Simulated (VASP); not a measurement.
Energy against volume of HfO2 (fluorite). Computed with TPSS meta-GGA, VASP's PBE PAW potentials (set 64) (plane waves; VASP). Settings: 520 eV cut-off, 8×8×8 Γ-centred mesh, Gaussian smearing of 0.050 eV, potentials Hf_pv O.

```csv
V (Å³/atom),E (eV/atom)
10.462,-12.21887
10.786,-12.22779
11.109,-12.22070
11.433,-12.19992
```

Fit these four points and predict the energy of the run at 10.139 Å³/atom.

A cubic in V^(−2/3), the third-order Birch-Murnaghan form, passes through the four points with V0 = 10.80 Å³/atom and B0 = 263 GPa, and gives -12.1912 eV/atom there. The run gave -12.1911 eV/atom, +0.0 meV/atom from the fit; all five points give B0 = 263 GPa.

The compound is HfO2 in the fluorite structure, the high-temperature cubic form, which is unstable at 0 K; the monoclinic form is the stable one. It was relaxed first.
